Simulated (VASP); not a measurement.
```
SnO2
1.0
    4.77814     0.00000     0.00000
    0.00000     4.77814     0.00000
    0.00000     0.00000     3.21387
Sn O
2 4
Cartesian
  0.00000   0.00000   0.00000
  2.38907   2.38907   1.60694
  1.46419   1.46419   3.21387
  3.85326   0.92488   1.60694
  0.92488   3.85326   1.60694
  3.31395   3.31395   0.00000
```

The numbers are results of AM05 GGA, VASP's PBE PAW potentials (set 64) (plane waves; VASP), not measurements. Numerical set-up: 520 eV cut-off, 5×5×8 Γ-centred mesh, tetrahedra with Blöchl corrections, potentials Sn_d O.

Unless said otherwise, spin-orbit coupling is left out, though it shifts the bands of the heavy elements here.

Task: Estimate the energy per atom (σ→0), band gap (on the k-mesh) with the smallest direct gap where there is one.

Result: 
| Item | Result |
|---|---|
| band gap (on the k-mesh) | 0.93 eV |
| smallest direct gap (on the k-mesh) | 0.93 eV |
| energy per atom (σ→0) | -6.401 eV/atom |

The compound is SnO2 in the rutile structure. It was relaxed first.
